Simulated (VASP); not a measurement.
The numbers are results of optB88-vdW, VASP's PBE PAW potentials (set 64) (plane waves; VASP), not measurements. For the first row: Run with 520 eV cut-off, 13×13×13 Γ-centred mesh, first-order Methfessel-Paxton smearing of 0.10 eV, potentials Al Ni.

```json
[
 {"system": "NiAl (CsCl type)", "energy (eV/atom)": "-3.1228"},
 {"system": "Al (fcc)", "energy (eV/atom)": "-2.2528"},
 {"system": "Ni (fcc)", "energy (eV/atom)": "-2.6634"}
]
```

The references are the elements' solids at the same level; no temperature or zero-point terms are added.

Q: What is the formation energy per atom of NiAl?

A: The references average (1×(-2.2528) + 1×(-2.6634))/2 = -2.4581 eV, so the formation energy is -3.1228 − (-2.4581) = -0.665 eV/atom.
